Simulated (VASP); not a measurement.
## Au: single point with PBE

Sheet: Au, a sheet with vacuum.

```
CELL_PARAMETERS angstrom
2.65957 0.00000 0.00000
0.00000 2.65716 0.00000
0.00000 0.00000 23.80000
ATOMIC_POSITIONS crystal
Au 0.00000 0.50000 0.29412
```

The cell was built by a generator and needn't be a form met in nature.

```json
{
  "Program": "VASP 6.6.1",
  "Task": "single point",
  "Functional": "PBE",
  "Potentials or basis": "VASP PAW PBE potentials, release 64 (Au)",
  "Cutoff": "520 eV",
  "k mesh": "20 × 20 × 1",
  "Occupations": "gaussian, width 0.1 eV",
  "Spin": "no spin polarisation"
}
```

* Band gap on the k mesh: none (metal or under the smearing width)
* Work function of the upper face: 5.77 eV
* Work function of the lower face: 5.77 eV

Levels at points of the mesh, in eV from the Fermi level:
```csv
k point,band 4,band 5,band 6,band 7,band 8,band 9
"(0.00, 0.00, 0.00)",-1.28,-1.27,-0.65,1.90,5.50,5.92
"(0.50, 0.00, 0.00)",-1.79,-1.04,1.80,3.99,6.85,9.86
"(0.00, 0.50, 0.00)",-1.79,-1.04,1.81,4.01,6.86,9.87
"(0.50, 0.50, 0.00)",-1.40,0.66,6.73,6.74,9.45,12.09
```

Run time: 3.8 min on 1 thread of Intel(R) Xeon(R) Platinum 8488C (Sapphire Rapids), on a shared host, peak memory 0.41 GiB.

Spin-orbit coupling is left out, which matters for the levels of Au.
